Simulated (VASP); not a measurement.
Here is the system:

```xyz
3
Lattice="4.6696 0.0000 0.0000 -2.3348 4.0440 0.0000 0.0000 0.0000 2.5971" Properties=species:S:1:pos:R:3 pbc="T T T"
W      0.0000     0.0000     0.0000
W      0.0000     2.6960     1.2985
W      2.3348     1.3480     1.2985
```

Computed with r2SCAN meta-GGA, VASP's PBE PAW potentials (set 64) (plane waves; VASP). Numerical set-up: 400 eV cut-off, 9×9×13 Γ-centred mesh, tetrahedra with Blöchl corrections, potentials W_sv.

Unless said otherwise, spin-orbit coupling is left out, though it shifts the bands of the heavy elements here.

Problem. What does the run give for the energy per atom (σ→0), band gap (over mesh and band path) with the smallest direct gap where there is one?

Solution. 
The band gap (over mesh and band path) comes out as none (metal, semimetal or under 0.01 eV) and the energy per atom (σ→0) comes out as -50747 meV/atom.

The absolute energy has meaning only against runs of the same code, potentials and settings.

The structure was generated: W was put into the omega type (P6/mmm), which need not be its known phase. It was relaxed first.
